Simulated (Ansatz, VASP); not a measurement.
**HfSi: VASP beside Ansatz**

Wanted: the spread between two codes on one cell, functional and k mesh. The cell is generated by rule, not measured, and may not be a known phase. The two relaxations start from unlike cells of this crystal (the structure described is Ansatz's start), so only their ends are compared.

Program: Ansatz 0.2.0. Level of theory: plane waves, with VASP 6.6.1 beside it; relaxation of cell and atoms at LDA. Results are calculated unless marked as measured.

The structure was built from a prototype and need not be the compound's stable phase.

## 1. Starting point

Symmetry: Pmma, No. 51, orthorhombic system. The conventional cell has a = 9.118 Å, b = 3.224 Å, c = 4.559 Å, α = 90.00°, β = 90.00°, γ = 90.00°. Nearest to Hf lie 8 Si at 2.79 to 2.86 Å and 2 Hf at 2.93 Å. Nearest to Hf lie 8 Si at 2.67 to 2.92 Å and 2 Hf at 2.93 Å. Nearest to Si lie 8 Hf at 2.79 to 2.83 Å and 2 Si at 2.83 Å. Nearest to Si lie 8 Hf at 2.67 to 2.92 Å and 2 Si at 2.83 Å. Farther neighbours are not listed.

Structure file:

```cif
data_structure
_symmetry_space_group_name_H-M 'Pmma'
_symmetry_Int_Tables_number 51
_cell_length_a 9.1178
_cell_length_b 3.2236
_cell_length_c 4.5589
_cell_angle_alpha 90.000
_cell_angle_beta 90.000
_cell_angle_gamma 90.000
_cell_volume 134.00
loop_
_atom_site_label
_atom_site_type_symbol
_atom_site_symmetry_multiplicity
_atom_site_Wyckoff_symbol
_atom_site_fract_x
_atom_site_fract_y
_atom_site_fract_z
_atom_site_occupancy
Hf1 Hf 2 c 0.00000 0.00000 0.50000 1
Hf2 Hf 2 e 0.25000 0.00000 0.09734 1
Si1 Si 2 b 0.00000 0.50000 0.00000 1
Si2 Si 2 f 0.25000 0.50000 0.63161 1
```

## 2. Ansatz: relaxation of cell and atoms, LDA

Ansatz runs on its default PAW (the set named soft_2) files.

The relaxed volume is the usual yardstick between codes: in a stiff, nearly cubic crystal its relative difference is about their pressure difference at one cell divided by the bulk modulus.

File input.yaml:

```yaml
crystal:
  lattice:
    - [3.2236273898, 0.0, 0.0]
    - [0.0, 3.2236273898, -3.2236273898]
    - [0.0, 6.4472547797, 6.4472547797]
  atoms:
    - { symbol: Hf, position: [0.0, 0.5, 0.25] }
    - { symbol: Hf, position: [0.0, 0.0973435505, 0.5] }
    - { symbol: Hf, position: [0.0, 0.5, 0.75] }
    - { symbol: Hf, position: [0.0, -0.0973435505, 0.0] }
    - { symbol: Si, position: [0.5, 0.0, 0.25] }
    - { symbol: Si, position: [0.5, 0.6316107656, 0.5] }
    - { symbol: Si, position: [0.5, 0.0, 0.75] }
    - { symbol: Si, position: [0.5, 0.3683892344, 0.0] }
kpoints:
  mp_grid: { grid: [10, 8, 4] }
hamiltonian:
  xc: lda
scf:
  occupations: { method: methfessel_paxton, width: 0.15 }
output:
  forces: true
  stress: true
  eigenvalues: true
relax:
  adjacent_minimum: "off"
  f_tol: 0.002
  max_steps: 120
  cell: { stress_tol: 0.03 }
```

Run with:

```bash
ansatz run input.yaml --threads 4 --pin off --max-ram 7168MiB --backend cpu --events-out ev --progress --plain --runs-dir out
```

Numbers of over 12 decimals in the logs are rounded to 6 here.

What it wrote:

```text
Engine: ansatz 0.2.0, aarch64-unknown-linux-gnu
Pseudopotentials: kind: paw
Pseudopotential: Hf, paw, valence charge 26, recommended cutoff 420 eV (normal), Hf.paw.azcp
Pseudopotential: Si, paw, valence charge 4, recommended cutoff 420 eV (normal), Si.paw.azcp
Functional definition: SPW92
  exchange = slater_x
  correlation = pw_c
Crystal: 8 atoms, lattice volume = 133.997 Å³
Basis set: ecut = 420 eV, 2667 PW (Γ)
Bands: 72, of which v1, the nominal top of the filled ones, is band 60 counted from 1 (59 counted from 0)
Symmetry: 8 space group operations
Space group: Pmma (ITA 51), of the structure as read, at distance tolerance 5.1e-5 Å
k-points: 90 of 320
Non-local potential: Hf, projectors of the file, l = 0: 3, l = 1: 2, l = 2: 2, l = 3: 3
Non-local potential: Si, projectors of the file, l = 0: 2, l = 1: 2, l = 2: 2
PAW form: soft (Blöchl's): semilocal exchange-correlation on the pseudo side does not see the compensation charge
PAW frozen core: Hf, regenerated for the run's functional, and the local potential with it (the file was generated under x = pbe(κ = 0.804, μ = 0.219515), c = pbe(β = 0.066725))
PAW frozen core: Si, regenerated for the run's functional, and the local potential with it (the file was generated under x = pbe(κ = 0.804, μ = 0.219515), c = pbe(β = 0.066725))
PAW one-centre angular grid: Hf, 590 points (default); XC on 64 Gauss nodes
PAW one-centre angular grid: Si, 110 points (default); XC on 64 Gauss nodes
Initial density: superposition of atomic densities (neutral atoms: chi_scale 0, normalization atom), corrected by the library's trained network
Initial wavefunctions: pseudopotential atomic-orbital guess
Functional: x = slater, c = lda
SCF iter   1: F=—  HF=-64345.271021 eV  |F-HF|=—  |Δ(HF+E_count)|=         —  Δρ=7.32e-3  dr2=7.65e-2  ethr=1.77e-3  ⟨swp⟩=6.1  Hψ=22458  notcnv=0
preconditioner: auto → Kerker (q_TF=auto, 2.679 Å⁻¹)  [metal: Δε(μ)=0.005 eV  Ē_g=15.820 eV  σ=0.150 eV  W_gap=0.03  n_scr=42 (ndim 8)  ℏωp=33.9 eV  f_vac=0.000  D(μ)=4.31/eV (n_scr^D=30)]
SCF iter   2: F=—  HF=-64345.258560 eV  |F-HF|=—  |Δ(HF+E_count)|=   1.25e-2  S|Δr|=    0.00e0  Δρ=4.35e-3  dr2=2.47e-2  ethr=6.38e-5  ⟨swp⟩=2.0  Hψ=10180  notcnv=0
SCF iter   3: F=—  HF=-64345.255852 eV  |F-HF|=—  |Δ(HF+E_count)|=   2.71e-3  S|Δr|=    0.00e0  Δρ=1.38e-3  dr2=3.04e-3  ethr=2.05e-5  ⟨swp⟩=2.0  Hψ=10136  notcnv=0
SCF iter   4: F=—  HF=-64345.252279 eV  |F-HF|=—  |Δ(HF+E_count)|=   3.57e-3  S|Δr|=    0.00e0  Δρ=4.62e-4  dr2=2.91e-4  ethr=2.53e-6  ⟨swp⟩=2.0  Hψ=11605  notcnv=0
SCF iter   5: F=—  HF=-64345.252219 eV  |F-HF|=—  |Δ(HF+E_count)|=   6.01e-5  S|Δr|=    0.00e0  Δρ=9.00e-5  dr2=1.39e-5  ethr=2.42e-7  ⟨swp⟩=2.0  Hψ=11590  notcnv=0
SCF iter   6: F=—  HF=-64345.252227 eV  |F-HF|=—  |Δ(HF+E_count)|=   7.76e-6  S|Δr|=    0.00e0  Δρ=2.42e-5  dr2=1.19e-6  ethr=1.15e-8  ⟨swp⟩=2.0  Hψ=9143  notcnv=0
SCF iter   7: F=—  HF=-64345.252228 eV  |F-HF|=—  |Δ(HF+E_count)|=   6.56e-7  S|Δr|=    0.00e0  Δρ=2.15e-5  dr2=8.81e-7  ethr=9.90e-10  ⟨swp⟩=2.3  Hψ=11758  notcnv=0
SCF iter   8: F=—  HF=-64345.252227 eV  |F-HF|=—  |Δ(HF+E_count)|=   1.00e-6  S|Δr|=    0.00e0  Δρ=8.32e-6  dr2=1.17e-7  ethr=7.34e-10  ⟨swp⟩=2.0  Hψ=11605  notcnv=0
SCF iter   9: F=-64345.252227 eV  HF=-64345.252227 eV  |F-HF|=2.74e-9  |Δ(HF+E_count)|=   4.43e-8  S|Δr|=    0.00e0  Δρ=1.66e-6  dr2=4.48e-9  ethr=8.33e-11  ⟨swp⟩=10.5  Hψ=28324  notcnv=0
SCF 1 converged in 9 iterations: F = -64345.252227 eV  dr2 = 4.48e-9
  greatest PAW one-centre occupation: 0.998 electrons in one spin orbital (limit 2), on the Hf atom at site 2 (counted from 0), in its partial waves of l = 3
relax step   1: F+E_penalty+E_count = -64345.25222654 eV  Δ(F+E_penalty+E_count) = +0.000e0 eV  max|allowed force component| = 6.647e-1 eV/Å  Δτ_max = 0.0000 Å  P = -1.299 GPa  Ω = 133.997 Å³  (9 SCF iters, dr2 threshold 1.00e-7 eV, accepted)
[...]
relax step  18: F+E_penalty+E_count = -64345.76543249 eV  Δ(F+E_penalty+E_count) = -7.735e-6 eV  max|allowed force component| = 5.108e-5 eV/Å  Δτ_max = 0.0009 Å  P = +0.001 GPa  Ω = 133.249 Å³  energy of the carried Pulay correction = -8.175e-6 eV  (5 SCF iters, dr2 threshold 1.31e-8 eV, accepted)
[...]
relax step  19: F+E_penalty+E_count = -64345.76545443 eV  Δ(F+E_penalty+E_count) = -2.194e-5 eV  max|allowed force component| = 5.413e-5 eV/Å  Δτ_max = 0.0000 Å  P = +0.001 GPa  Ω = 133.249 Å³  stress off target by 3.12e-3 GPa  SCF on the basis re-selected at this cell (its energy is not comparable with the rows above)  (4 SCF iters)
basis re-selected at this cell: Δ(F+E_penalty+E_count) = -2.194e-5 eV, ΔP = +0.000 GPa vs the last step (what re-selecting the basis moved, of the pressure what is left beyond the Pulay correction that the steps carried, after the strain that the cell walked since its last selection, with what the two solves' SCF thresholds leave and, on support functions, any second-order correction that the steps lacked; it is no m [...]
SCF converged after 4 iterations
Stability not checked: this state was not tested for a lower state beside it, because cold or Methfessel-Paxton smearing, or corrected tetrahedra, fill the levels in a way that the test cannot read (fill_not_monotonic; see scf.lower_state_search)
Free energy (F): -64345.765454 eV
Harris-Foulkes:  -64345.765454 eV  (|F-HF|=0.00e0)
Internal energy: -64345.770788 eV  (E = F + TS)
E sigma→0 (E₀):  -64345.766788 eV
Entropy (-TS):   0.005333 eV (0.667 meV/atom)
Fermi energy:    17.748336 eV
Step filling:    the computed levels leave a gap of 0.0000 eV = 0.0 smearing widths at the electron count; against every level under it full and every level over it empty, smearing changes F+E_penalty+E_count by +2.174 meV and its σ→0 estimate by +0.841 meV
--- Per-component energies (eV) ---
  E_band       = 120.416989
  E_kinetic    = 1882.955842
  E_local      = -23543.647008  (includes V_loc(G=0)·N_el)
  E_nonlocal   = -4822.655065
  E_hartree    = 11115.347337
  E_xc         = -1420.479954
  E_vxc        = -1269.314250  (∫ρ·V_xc dr)
  E_paw        = -28689.046834  (= ΣΔE_a)
  E_vpaw       = 5642.382829  (= ΣTr[D̂ρ^β])
  E_aug_tail   = 0.000017  (compensation charges beyond the density's cutoff)
  E_ewald      = -18878.411416
  E_core_change = 10.166293  (= ΣΔE_core)
  E_smearing   = 0.005333  (= −TS)
  E_closure    = 0.000000  (closes the sum)
  Σ components = -64345.765454   (vs F -64345.765454, Δ=0.00e0)
--- Forces (eV/Å), atoms counted from 1 ---
  atom   1  Hf     0.00000000     0.00000000    -0.00000000
  atom   2  Hf     0.00000000     0.00005413    -0.00005413
  atom   3  Hf     0.00000000     0.00000000     0.00000000
  atom   4  Hf    -0.00000000    -0.00005413     0.00005413
  atom   5  Si    -0.00000000     0.00000000     0.00000000
  atom   6  Si    -0.00000000    -0.00005238     0.00005238
  atom   7  Si     0.00000000     0.00000000    -0.00000000
  atom   8  Si     0.00000000     0.00005238    -0.00005238
  max |Σ_I F_I| component: 6.78e-21 eV/Å
--- Stress (GPa, compression-positive) ---
       -0.001538      -0.000000       0.000000
       -0.000000       0.002677      -0.000443
        0.000000      -0.000443       0.002677
  P = ⅓ Tr σ = 0.0013 GPa (0.013 kbar)
--- Band table (eV; the first three rows and the last of 90) ---
  k-point 0: bands = [... 56 lower, 15.5824, 16.6319, 16.6319, 18.4495, 18.4495, 19.9684, 21.0275, 21.0275, ... 8 higher]
  k-point 1: bands = [... 56 lower, 15.5259, 16.4968, 16.6985, 17.7701, 18.6994, 20.1731, 20.4706, 21.0404, ... 8 higher]
  k-point 2: bands = [... 56 lower, 16.1453, 16.1453, 16.9739, 16.9739, 19.3384, 19.3384, 21.0563, 21.0563, ... 8 higher]
  k-point 89: bands = [... 56 lower, 16.8928, 16.8928, 16.8928, 16.8928, 18.3997, 18.3997, 18.3997, 18.3997, ... 8 higher]
--- Relaxed structure (17 steps of the walk, 14 accepted, 2 SCFs on fresh bases) ---
  F+E_penalty+E_count = -64345.76545443 eV   max|allowed force component| = 5.413e-5 eV/Å   (the final SCF, on the basis selected at the relaxed cell)
  cell:  # Å, volume = 133.2494 Å³
    - [2.805574, 0, 0]
    - [0, 3.445803, -3.445803]
    - [0, 6.891645, 6.891645]
  atoms:
    - { symbol: Hf, position: [0, 0.500000, 0.250000] }
    - { symbol: Hf, position: [0, -6.29249567007939e-7, 0.500000] }
    - { symbol: Hf, position: [0, 0.5, 0.750000] }
    - { symbol: Hf, position: [0, 6.292495670688743e-7, -1.311691399316368e-17] }
    - { symbol: Si, position: [0.500000, 0.0, 0.250000] }
    - { symbol: Si, position: [0.500000, 0.500002, 0.500000] }
    - { symbol: Si, position: [0.500000, 0.0, 0.75] }
    - { symbol: Si, position: [0.500000, 0.499998, 0.0] }
```

Reading the cycles: dr2 is the Hartree energy of the density residual (eV), the measure of convergence; HF is the Harris–Foulkes estimate of the energy, which meets the free energy F at convergence.

(Continued in part 2 of 2.)

[Lines on the potential files, build, host, timing and source positions are cut from VASP's logs without a mark.]

[Logs are printed without paths, hosts, clocks, repeated set-up lines and the standing remarks that a program may print on its own settings, such as how far it seeks lower states.]

[Hosts, paths, dates, database ids (printed as entryN), source tags and the programs' standing remarks are cut or masked in the printed files.]
